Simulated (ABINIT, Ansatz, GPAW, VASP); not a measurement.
**One structure in several programs: CaC2 (P-1, 6 atoms in the cell)**

Self-consistent single point.

```
CELL_PARAMETERS angstrom
      3.87625     0.00000     0.00000
      1.84964     3.53935     0.00000
      0.41179     1.00694     7.21993
ATOMIC_POSITIONS crystal
  Ca 0.22555 0.98060 0.75247
  Ca 0.77445 0.01940 0.24753
  C  0.13145 0.40051 0.06016
  C  0.86855 0.59949 0.93984
  C  0.44816 0.63441 0.43396
  C  0.55184 0.36559 0.56604
```

Shared settings, as Ansatz (a quantum-chemistry and plane-wave program) writes them: kpoints.mp_grid.grid = 2 2 1; scf.occupations.method = fixed. Potentials and cutoffs stand in the table.

```tsv
code	model	pressure (GPa)	largest force (eV/Å)	gap on the mesh (eV)	cutoff
VASP	LDA (PZ), VASP's LDA PAW potentials (set 64)	-5.26	0.566	–	400 eV
ABINIT	LDA (PW92), norm-conserving pseudopotentials (PseudoDojo nc-sr-04 LDA standard)	-4.66	0.482	2.790	41 Ha
GPAW	LDA (Perdew-Wang 92), GPAW PAW datasets LDA (gpaw-data 1.0.1)	–	0.632	2.805	900 eV
Ansatz	LDA (PW92), default PAW files made with PBE	-5.09	0.663	2.795	default
```

Size of the force on each atom (eV/Å): Sizes of forces hide their directions.

| code | Ca1 | Ca2 | C3 | C4 | C5 | C6 |
|---|---|---|---|---|---|---|
| VASP | 0.079 | 0.079 | 0.566 | 0.566 | 0.506 | 0.506 |
| ABINIT | 0.085 | 0.085 | 0.482 | 0.482 | 0.422 | 0.422 |
| GPAW | 0.074 | 0.074 | 0.632 | 0.632 | 0.566 | 0.566 |
| Ansatz | 0.083 | 0.083 | 0.663 | 0.663 | 0.600 | 0.600 |

A dash marks a value that a program does not give, or that is left out as unsure.

No gap is tabulated for VASP: it is not read from that output, or partly filled or unconverged empty levels leave it unsure.

Gaps are read on the mesh. Another mesh or the band path gives a smaller gap, so these values are not converged in the mesh.

The spread over the programs that give each value: pressure within 0.60 GPa; largest force within 0.181 eV/Å; gap on the mesh within 0.015 eV.

Ansatz's pressure is given at a fixed set of plane waves, as the other plane-wave codes print theirs; with its correction for the finite basis it is -4.83 GPa (the shift of 0.26 GPa shows how far the cutoff is from converged). The pressure of GPAW is left out: its cutoff lies under the one at which its stress was checked. The same LDA comes in different parametrisations, which differ slightly. In the force vectors, ABINIT (by 0.118) lies more than 0.08 eV/Å from the median of the plane-wave programs.

On the base mesh (7 6 3) the same programs gave: ABINIT pressure -5.42 GPa, gap on the mesh 2.408 eV; Ansatz pressure -5.85 GPa, gap on the mesh 2.413 eV; GPAW gap on the mesh 2.422 eV; VASP pressure -6.02 GPa.

The values differ from the base mesh's, so the mesh still matters here: the table compares the programs at equal settings.

VASP's run is marked for a possible Pulay error in its stress at this cutoff; no cutoff test was made.

VASP ran the fixed occupations as a Gaussian smearing of 0.01 eV.

The starting cell comes from a database of computed structures (which also holds hypothetical and non-ambient phases and stackings), without a prior relaxation at this level. Its lattice was rescaled by a random factor within 2.5 % of one.

Left out of this page: Quantum ESPRESSO, FLEUR and SIESTA (not drawn, or without a comparable value); CP2K (on another mesh).

Keys are those of Ansatz 0.2.
